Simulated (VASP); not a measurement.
Level of theory: PBE GGA, VASP's PBE PAW potentials (set 64) (plane waves; VASP).

A VASP calculation is set up with these files.

File POSCAR:
```
I
1
    2.3950000000    -3.6350000000     0.0000000000
    2.3950000000     3.6350000000     0.0000000000
    0.0000000000     0.0000000000     9.7900000000
I
4
Direct
  0.8427600000   0.8386630000   0.8850020000
  0.6633590000   0.6602970000   0.3820250000
  0.3442770000   0.3501650000   0.6162250000
  0.1496040000   0.1508750000   0.1167470000
```

**KPOINTS**
```
K-points
0
gamma
 2 2 2
```

INCAR:
```
GGA=PE   # PBE
ALGO=Normal   # blocked Davidson
ENCUT=150   # plane-wave cut-off (eV)
NELM=100   # most electronic steps
EDIFF=1E-03   # SCF stop (eV)
LCHARG=.False.
SYSTEM=I
PREC=Accurate
SIGMA=0.2   # width (eV)
EDIFFG=-0.01
LMAXMIX=4   # l cut-off of mixed one-centre charges
ISIF=3   # ions, shape and volume
NSW=50
LASPH=.True.   # aspherical one-centre terms
LWAVE=.False.
ISMEAR=-1
LREAL=.False.   # projection in real space or not
IBRION=2
```

POTCAR, in this order: I (PBE.64 set). Program: vasp_std.

Output of the run:

File OSZICAR:
```
...
       N       E                     dE             d eps       ncg     rms          rms(c)
DAV:   1    -0.588030500268E+01   -0.26927E-01   -0.33046E+00   288   0.883E+00    0.123E+00
DAV:   2    -0.586506171225E+01    0.15243E-01   -0.12536E-01   298   0.181E+00    0.475E-01
DAV:   3    -0.585700702594E+01    0.80547E-02   -0.12019E-02   304   0.507E-01    0.366E-01
DAV:   4    -0.585570884119E+01    0.12982E-02   -0.18258E-03   152   0.209E-01    0.269E-01
DAV:   5    -0.585544137164E+01    0.26747E-03   -0.17413E-03   144   0.209E-01
  36 F= -.58554414E+01 E0= -.57489456E+01  d E =-.927440E-02
       N       E                     dE             d eps       ncg     rms          rms(c)
DAV:   1    -0.585888334311E+01   -0.31745E-02   -0.15065E-01   288   0.191E+00    0.302E-01
DAV:   2    -0.585889840595E+01   -0.15063E-04   -0.55525E-03   304   0.385E-01
  37 F= -.58588984E+01 E0= -.57527464E+01  d E =-.345703E-02
       N       E                     dE             d eps       ncg     rms          rms(c)
DAV:   1    -0.586949903878E+01   -0.10616E-01   -0.13239E+00   288   0.566E+00    0.892E-01
DAV:   2    -0.586886584716E+01    0.63319E-03   -0.49322E-02   324   0.115E+00    0.298E-01
DAV:   3    -0.586694208325E+01    0.19238E-02   -0.18844E-03   180   0.247E-01    0.174E-01
DAV:   4    -0.586635329197E+01    0.58879E-03   -0.19969E-03   152   0.246E-01
  38 F= -.58663533E+01 E0= -.57604704E+01  d E =-.109119E-01
       N       E                     dE             d eps       ncg     rms          rms(c)
DAV:   1    -0.588141844806E+01   -0.14476E-01   -0.53810E+00   288   0.114E+01    0.176E+00
DAV:   2    -0.588320435650E+01   -0.17859E-02   -0.20247E-01   324   0.232E+00    0.534E-01
DAV:   3    -0.587688888066E+01    0.63155E-02   -0.71967E-03   308   0.465E-01    0.316E-01
DAV:   4    -0.587494498933E+01    0.19439E-02   -0.48190E-03   302   0.357E-01    0.973E-02
DAV:   5    -0.587499472607E+01   -0.49737E-04   -0.31155E-04   148   0.948E-02
  39 F= -.58749947E+01 E0= -.57706505E+01  d E =-.195534E-01
       N       E                     dE             d eps       ncg     rms          rms(c)
DAV:   1    -0.587752698754E+01   -0.25820E-02   -0.12762E+00   288   0.555E+00    0.875E-01
DAV:   2    -0.587801334159E+01   -0.48635E-03   -0.47808E-02   324   0.113E+00    0.251E-01
DAV:   3    -0.587649172957E+01    0.15216E-02   -0.15941E-03   180   0.229E-01    0.133E-01
DAV:   4    -0.587607124049E+01    0.42049E-03   -0.13843E-03   152   0.207E-01
  40 F= -.58760712E+01 E0= -.57726828E+01  d E =-.206299E-01
       N       E                     dE             d eps       ncg     rms          rms(c)
DAV:   1    -0.588358170851E+01   -0.70900E-02   -0.11079E+00   288   0.513E+00    0.675E-01
DAV:   2    -0.588645301615E+01   -0.28713E-02   -0.40011E-02   322   0.101E+00    0.197E-01
DAV:   3    -0.588610798381E+01    0.34503E-03   -0.64854E-04   168   0.151E-01
  41 F= -.58861080E+01 E0= -.57871314E+01  d E =-.100367E-01
       N       E                     dE             d eps       ncg     rms          rms(c)
DAV:   1    -0.588673841202E+01   -0.28540E-03   -0.98371E+00   288   0.153E+01    0.218E+00
DAV:   2    -0.591349659482E+01   -0.26758E-01   -0.36665E-01   320   0.304E+00    0.576E-01
DAV:   3    -0.591025324167E+01    0.32434E-02   -0.69400E-03   316   0.469E-01    0.369E-01
DAV:   4    -0.590939867509E+01    0.85457E-03   -0.18489E-03   150   0.219E-01
  42 F= -.59093987E+01 E0= -.58249416E+01  d E =-.333274E-01
       N       E                     dE             d eps       ncg     rms          rms(c)
DAV:   1    -0.576772434491E+01    0.14253E+00   -0.39140E+01   288   0.306E+01    0.547E+00
DAV:   2    -0.589307487361E+01   -0.12535E+00   -0.16019E+00   318   0.633E+00    0.116E+00
DAV:   3    -0.587970890251E+01    0.13366E-01   -0.31656E-02   318   0.992E-01    0.703E-01
DAV:   4    -0.587669132811E+01    0.30176E-02   -0.66207E-03   294   0.393E-01    0.453E-01
DAV:   5    -0.587651136191E+01    0.17997E-03   -0.17238E-03   144   0.221E-01
  43 F= -.58765114E+01 E0= -.58218499E+01  d E =-.440121E-03
       N       E                     dE             d eps       ncg     rms          rms(c)
DAV:   1    -0.586032425937E+01    0.16367E-01   -0.23935E+01   288   0.238E+01    0.388E+00
DAV:   2    -0.592161603200E+01   -0.61292E-01   -0.89870E-01   312   0.477E+00    0.120E+00
DAV:   3    -0.591562496420E+01    0.59911E-02   -0.14092E-02   316   0.698E-01    0.759E-01
DAV:   4    -0.591424886296E+01    0.13761E-02   -0.61259E-03   298   0.402E-01    0.336E-01
DAV:   5    -0.591436833203E+01   -0.11947E-03   -0.70441E-04   144   0.147E-01
  44 F= -.59143683E+01 E0= -.58374276E+01  d E =-.382971E-01
       N       E                     dE             d eps       ncg     rms          rms(c)
DAV:   1    -0.597904156226E+01   -0.64793E-01   -0.43115E+00   290   0.100E+01    0.184E+00
DAV:   2    -0.595099754031E+01    0.28044E-01   -0.16053E-01   292   0.210E+00    0.672E-01
DAV:   3    -0.593730928089E+01    0.13688E-01   -0.19067E-02   332   0.647E-01    0.402E-01
DAV:   4    -0.593478001082E+01    0.25293E-02   -0.34358E-03   234   0.282E-01    0.350E-01
DAV:   5    -0.593413628699E+01    0.64372E-03   -0.23286E-03   164   0.240E-01
  45 F= -.59341363E+01 E0= -.58664094E+01  d E =-.197680E-01
       N       E                     dE             d eps       ncg     rms          rms(c)
DAV:   1    -0.594141084867E+01   -0.66308E-02   -0.57277E-01   290   0.367E+00    0.686E-01
DAV:   2    -0.593779864770E+01    0.36122E-02   -0.20949E-02   292   0.759E-01    0.230E-01
DAV:   3    -0.593603973242E+01    0.17589E-02   -0.23704E-03   196   0.235E-01    0.142E-01
DAV:   4    -0.593570024070E+01    0.33949E-03   -0.93444E-04   150   0.157E-01
  46 F= -.59357002E+01 E0= -.58702161E+01  d E =-.213319E-01
       N       E                     dE             d eps       ncg     rms          rms(c)
DAV:   1    -0.595423240839E+01   -0.18193E-01   -0.22655E+00   290   0.731E+00    0.144E+00
DAV:   2    -0.593861887220E+01    0.15614E-01   -0.86386E-02   294   0.154E+00    0.486E-01
DAV:   3    -0.593120104462E+01    0.74178E-02   -0.10553E-02   330   0.475E-01    0.325E-01
DAV:   4    -0.592985764605E+01    0.13434E-02   -0.16584E-03   162   0.203E-01    0.251E-01
DAV:   5    -0.592949412763E+01    0.36352E-03   -0.19636E-03   150   0.224E-01
  47 F= -.59294941E+01 E0= -.58666433E+01  d E =-.151258E-01
       N       E                     dE             d eps       ncg     rms          rms(c)
DAV:   1    -0.595196935030E+01   -0.22112E-01   -0.15827E+00   290   0.613E+00    0.115E+00
DAV:   2    -0.594131354308E+01    0.10656E-01   -0.58732E-02   298   0.127E+00    0.399E-01
DAV:   3    -0.593654899372E+01    0.47645E-02   -0.68632E-03   308   0.387E-01    0.261E-01
DAV:   4    -0.593567920516E+01    0.86979E-03   -0.11697E-03   150   0.173E-01
  48 F= -.59356792E+01 E0= -.58708077E+01  d E =-.213109E-01
       N       E                     dE             d eps       ncg     rms          rms(c)
DAV:   1    -0.593601720167E+01    0.53179E-03   -0.32394E-02   302   0.883E-01    0.192E-01
DAV:   2    -0.593578328706E+01    0.23391E-03   -0.11384E-03   150   0.184E-01
  49 F= -.59357833E+01 E0= -.58704497E+01  d E =-.214150E-01
       N       E                     dE             d eps       ncg     rms          rms(c)
DAV:   1    -0.593993794319E+01   -0.39207E-02   -0.14182E-01   290   0.180E+00    0.455E-01
DAV:   2    -0.593734994658E+01    0.25880E-02   -0.61251E-03   302   0.410E-01    0.145E-01
DAV:   3    -0.593639098536E+01    0.95896E-03   -0.13284E-03   146   0.171E-01
  50 F= -.59363910E+01 E0= -.58721657E+01  d E =-.607698E-03
```

OUTCAR:
```
------------------------ aborting loop because EDIFF is reached ----------------------------------------
  FORCE on cell =-STRESS in cart. coord.  units (eV):
  Direction    XX          YY          ZZ          XY          YZ          ZX
  --------------------------------------------------------------------------------------
  Total       -0.0097919     -0.1249173     -0.0697626      0.0023676      0.0407134      0.0033624
  in kB       -0.0881569     -1.1246375     -0.6280768      0.0213156      0.3665455      0.0302720
  external PRESSURE =      -0.6136237 kB  Pullay stress =       0.0000000 kB
  volume of cell :      177.96
      direct lattice vectors                 reciprocal lattice vectors
     2.569269568 -3.866371454  0.018658990     0.194635989 -0.129303604 -0.000433512
     2.567998400  3.865587092 -0.021763642     0.194676239  0.129369610  0.000816252
    -0.008802054 -0.043291537  8.960661095     0.000067534  0.000583465  0.111601794
 POSITION                                       TOTAL-FORCE (eV/Angst)
 -----------------------------------------------------------------------------------
      3.81043     -0.03487      7.82184         0.040600     -0.005173      0.066613
      3.88810     -0.01699      3.33974        -0.070258     -0.002031      0.089152
      1.93857     -0.03395      5.61854         0.012227      0.004473     -0.095053
      0.61983     -0.00234      1.13498         0.017431      0.002730     -0.060712
 -----------------------------------------------------------------------------------
    total drift:                               -0.000373      0.000238      0.001380
  FREE ENERGIE OF THE ION-ELECTRON SYSTEM (eV)
  ---------------------------------------------------
  free  energy   TOTEN  =        -5.9363909854 eV

  energy  without entropy=       -5.8079404403  energy(sigma->0) =       -5.87216571
```
(Selected blocks of OUTCAR.)

**CONTCAR**
```
I
   1.00000000000000
     2.5692695681960647   -3.8663714538682821    0.0186589904279744
     2.5679983998819202    3.8655870921943913   -0.0217636416561328
    -0.0088020543184571   -0.0432915368363226    8.9606610953100283
  I
     4
Direct
     0.7427654362279000    0.7436739402803380    0.8731687686870767
     0.7575133315759741    0.7574481457679286    0.3729738733712544
     0.3792697248101939    0.3775871389951745    0.6271500265192639
     0.1204515073859251    0.1212907749565519    0.1267063314224005
```

File stdout:
```
...
 opt :   1.5621  next Energy=    -5.935133 (dE=-0.208E-01)
 bond charge predicted
       N       E                     dE             d eps       ncg     rms          rms(c)
DAV:   1    -0.595423240839E+01   -0.18193E-01   -0.22655E+00   290   0.731E+00    0.144E+00
DAV:   2    -0.593861887220E+01    0.15614E-01   -0.86386E-02   294   0.154E+00    0.486E-01
DAV:   3    -0.593120104462E+01    0.74178E-02   -0.10553E-02   330   0.475E-01    0.325E-01
DAV:   4    -0.592985764605E+01    0.13434E-02   -0.16584E-03   162   0.203E-01    0.251E-01
DAV:   5    -0.592949412763E+01    0.36352E-03   -0.19636E-03   150   0.224E-01
  47 F= -.59294941E+01 E0= -.58666433E+01  d E =-.151258E-01
 curvature:   3.46 expect dE= 0.489E-01 dE for cont linesearch  0.133E-01
 ZBRENT: bracketing found
 ZBRENT: interpolating
 opt :   1.1121  next Energy=    -5.935943 (dE=-0.216E-01)
 bond charge predicted
       N       E                     dE             d eps       ncg     rms          rms(c)
DAV:   1    -0.595196935030E+01   -0.22112E-01   -0.15827E+00   290   0.613E+00    0.115E+00
DAV:   2    -0.594131354308E+01    0.10656E-01   -0.58732E-02   298   0.127E+00    0.399E-01
DAV:   3    -0.593654899372E+01    0.47645E-02   -0.68632E-03   308   0.387E-01    0.261E-01
DAV:   4    -0.593567920516E+01    0.86979E-03   -0.11697E-03   150   0.173E-01
  48 F= -.59356792E+01 E0= -.58708077E+01  d E =-.213109E-01
 curvature:  -0.06 expect dE=-0.473E-03 dE for cont linesearch -0.104E-03
 ZBRENT: interpolating
 opt :   1.0414  next Energy=    -5.935759 (dE=-0.214E-01)
 bond charge predicted
       N       E                     dE             d eps       ncg     rms          rms(c)
DAV:   1    -0.593601720167E+01    0.53179E-03   -0.32394E-02   302   0.883E-01    0.192E-01
DAV:   2    -0.593578328706E+01    0.23391E-03   -0.11384E-03   150   0.184E-01
  49 F= -.59357833E+01 E0= -.58704497E+01  d E =-.214150E-01
 curvature:  -0.04 expect dE=-0.144E-03 dE for cont linesearch -0.206E-04
 ZBRENT: accuracy reached
 trial: gam= 0.00000 g(F)=  0.199E-02 g(S)=  0.207E-02 ort =-0.981E-02 (trialstep = 0.806E+00)
 search vector abs. value=  0.406E-02
 bond charge predicted
       N       E                     dE             d eps       ncg     rms          rms(c)
DAV:   1    -0.593993794319E+01   -0.39207E-02   -0.14182E-01   290   0.180E+00    0.455E-01
DAV:   2    -0.593734994658E+01    0.25880E-02   -0.61251E-03   302   0.410E-01    0.145E-01
DAV:   3    -0.593639098536E+01    0.95896E-03   -0.13284E-03   146   0.171E-01
  50 F= -.59363910E+01 E0= -.58721657E+01  d E =-.607698E-03
 trial-energy change:   -0.000608  1 .order   -0.002463   -0.003273   -0.001652
 step:   1.6279(harm=  1.6279)  dis= 0.00833  next Energy=    -5.939088 (dE=-0.330E-02)
```

Convergence was not reached.

The run did not end as a converged relaxation. At this cut-off the stress carries a Pulay error, which pulls relaxed volumes low.  Energy and stress use the plane-wave basis of the starting cell.

The structure is a typed I crystal. In the starting cell atoms are displaced from their ideal sites. This run relaxes it. The k-mesh is coarse (spacing up to 0.73 per Å, 2π included), so the numbers may not be converged in it. The run is one of a series of settings (EDIFF = 1E-03, EDIFFG = -0.01, ENCUT = 150, IBRION = 2, ISIF = 3, ISMEAR = -1, NSW = 50, SIGMA = 0.2, KPOINTS 2×2×2 Γ-centred mesh against the base run), some of them coarse on purpose.
